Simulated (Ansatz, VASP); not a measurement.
**Two plane-wave programs on KRu**

```
CELL_PARAMETERS angstrom
-2.20697 2.20697 2.75523
2.20697 -2.20697 2.75523
2.20697 2.20697 -2.75523
ATOMIC_POSITIONS crystal
K 0.50000 0.50000 0.00000
Ru 0.00000 0.00000 0.00000
```

Alike in both runs: task single point; functional PBE; k mesh 6 × 6 × 6; occupations gaussian, width 0.1 eV; no spin polarisation.

|  | VASP | Ansatz |
| --- | --- | --- |
| version | VASP 6.6.1 | Ansatz 0.2.0 |
| potentials or method | VASP PAW PBE potentials, release 64 (K_sv, Ru_pv) | scalar-relativistic, plane waves, PAW |
| plane-wave cutoff (eV) | 520 | 420 |
| valence electrons in the cell | 23 | 25 |

Ansatz gave:

| Property | Result |
| --- | --- |
| gap on the k mesh at the Fermi level (eV) | none |
| pressure (GPa) | 1.6 |
| largest component of the traceless stress (GPa) | 4.51 |

Problem. Estimate VASP's values.

Solution. gap on the k mesh at the Fermi level (eV): none; pressure (GPa): 1.8; largest component of the traceless stress (GPa): 4.68.

A gap of «none» marks a metal or a gap that the smearing closes. The two sets of potentials don't hold the same shells in valence.
